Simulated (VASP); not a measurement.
Input:

```
FeO
1.0
    0.00000     2.12437     2.12437
    2.12437     0.00000     2.12437
    2.12437     2.12437     0.00000
Fe O
1 1
Direct
  0.00000   0.00000   0.00000
  0.50000   0.50000   0.50000
```
Starting moments (μB, in the order of the record's atoms Fe O): 3.6 0.3.

Computed with PBEsol GGA, VASP's PBE PAW potentials (set 64) (plane waves; VASP). Numerical set-up: 520 eV cut-off, Gaussian smearing of 0.050 eV, potentials Fe O.

The moments were started parallel, and other spin orders were not tried in this run.

Question: Give the spin-up energies of bands 2 to 10 at the high-symmetry points, in eV from the Fermi level.

Answer: 
| band | Γ | X | U | L | W |
|---|---|---|---|---|---|
| 2 | -3.98 | -7.75 | -7.47 | -9.18 | -7.14 |
| 3 | -3.98 | -5.21 | -7.30 | -6.91 | -7.14 |
| 4 | -3.98 | -5.21 | -6.26 | -6.91 | -6.93 |
| 5 | -3.92 | -4.94 | -3.69 | -3.01 | -3.01 |
| 6 | -3.92 | -3.23 | -2.87 | -3.01 | -3.01 |
| 7 | -3.92 | -2.72 | -2.58 | -2.43 | -2.79 |
| 8 | -3.66 | -2.72 | -2.34 | -0.16 | -2.72 |
| 9 | -3.66 | -2.65 | -1.60 | -0.16 | -1.61 |
| 10 | 0.26 | 5.50 | 7.04 | 4.05 | 7.77 |

Question: Give the spin-down energies of bands 2 to 10 at the high-symmetry points, in eV from the Fermi level.

Answer: 
```tsv
band	Γ	X	U	L	W
2	-3.36	-7.21	-6.82	-8.39	-6.39
3	-3.36	-4.61	-6.41	-5.42	-6.39
4	-3.36	-4.61	-5.08	-5.42	-5.79
5	-0.80	-2.31	-0.86	0.44	-0.04
6	-0.80	0.70	0.62	0.44	-0.04
7	-0.80	0.82	0.74	0.67	0.82
8	0.11	0.82	1.36	2.93	1.10
9	0.11	1.21	1.80	2.93	1.86
10	1.08	6.83	8.29	4.59	9.10
```

It has no gap at this level: it comes out as a metal or semimetal.

The structure was generated: FeO was put into the rock salt type (Fm-3m), which need not be its known phase. It was relaxed first.
